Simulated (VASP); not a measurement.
PtS2:

```
Pt S
1.0
     3.54320    0.00000    0.00000
    -1.77160    3.06850    0.00000
     0.00000    0.00000    5.03880
Pt S
1 2
Direct
  0.00000 0.00000 0.00000
  0.33333 0.66667 0.22700
  0.66667 0.33333 0.77300
```

- Program: VASP 6.6.1
- Task: relaxation of cell and atoms
- Functional: r2SCAN
- Potentials or basis: VASP PAW PBE potentials, release 64 (Pt, S)
- Cutoff: 600 eV
- k mesh: 9 × 9 × 5
- Occupations: gaussian, width 0.03 eV
- Spin: no spin polarisation

At the start: pressure 9.3 GPa; volume 18.26 Å³/atom.

Problem. Where does the relaxation end?

Solution. Over 21 steps the energy falls by 43.8 meV/atom and the volume is 20.34 Å³/atom (+11.4 %); space group P-3m1 (No. 164, to 0.05 Å).

Step by step:
```
step  energy change (eV)  largest force (eV/Å)  pressure (GPa)  volume (Å³)
   1              0.0000                1.2110            9.26        54.78
   2              0.2093                1.2900          -12.63        63.58
   3             -0.1037                0.1365           -0.71        57.75
   4             -0.1039                0.1688           -0.42        57.65
   5             -0.1167                0.0341           -0.18        57.55
   6             -0.1208                0.0915            0.04        57.45
   7             -0.1209                0.0976            0.06        57.45
   8             -0.1219                0.0569            0.37        57.51
   9             -0.1231                0.0266            1.03        57.62
  10             -0.1234                0.0248            0.98        57.67
  11             -0.1243                0.0185            0.87        57.84
  12             -0.1258                0.0070            0.63        58.17
  13             -0.1282                0.0155            0.18        58.83
  14             -0.1300                0.0593           -0.59        60.17
  15             -0.1309                0.0213           -0.32        60.45
  16             -0.1312                0.0076           -0.10        60.66
  17             -0.1310                0.0676            0.34        61.09
  18             -0.1313                0.0258            0.05        60.79
  19             -0.1313                0.0298            0.06        60.82
  20             -0.1313                0.0201            0.02        60.90
  21             -0.1313                0.0058           -0.04        61.02
```

Final structure:
```cif
data_structure
_symmetry_space_group_name_H-M 'P 1'
_symmetry_Int_Tables_number 1
_cell_length_a 3.5498
_cell_length_b 3.5498
_cell_length_c 5.5914
_cell_angle_alpha 90.000
_cell_angle_beta 90.000
_cell_angle_gamma 120.000
_cell_volume 61.02
loop_
_atom_site_label
_atom_site_type_symbol
_atom_site_fract_x
_atom_site_fract_y
_atom_site_fract_z
_atom_site_occupancy
Pt1 Pt 0.00000 0.00000 0.00000 1
S1 S 0.33333 0.66667 0.22028 1
S2 S 0.66667 0.33333 0.77972 1
```

Caveat: the PAW data sets were made with another functional, which shifts forces and pressure a little; the volume moved by +11 % from the deposited cell, more than functionals usually miss.
